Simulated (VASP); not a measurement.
Here is the system:

```xyz
3
Lattice="3.4957 0.0000 0.0000 -1.7478 3.0274 0.0000 0.0000 0.0000 17.5099" Properties=species:S:1:pos:R:3 pbc="T T T"
Te     0.0000     2.0182    15.6971
Te     0.0000     2.0182     1.8128
W      0.0000     0.0000     0.0000
```

Computed with PBEsol GGA, VASP's PBE PAW potentials (set 64) (plane waves; VASP). Numerical set-up: 400 eV cut-off, 8×8×2 Γ-centred mesh, tetrahedra with Blöchl corrections, potentials Te W_sv.

The cell holds a wide vacuum, so values per volume refer to the whole cell. The cores are frozen, which limits the accuracy of field gradients.

Q: Give the principal components of the electric field gradient (V/Å²) and the asymmetry η at each nucleus.

A: 
| atom | Vxx | Vyy | Vzz | η |
|---|---|---|---|---|
| Te1 | 85.2 | 85.2 | -170.5 | 0.00 |
| Te2 | 85.2 | 85.2 | -170.5 | 0.00 |
| W3 | 81.4 | 81.4 | -162.7 | 0.00 |

The cell is a sheet with vacuum, built from a database entry that may be metastable or hypothetical.
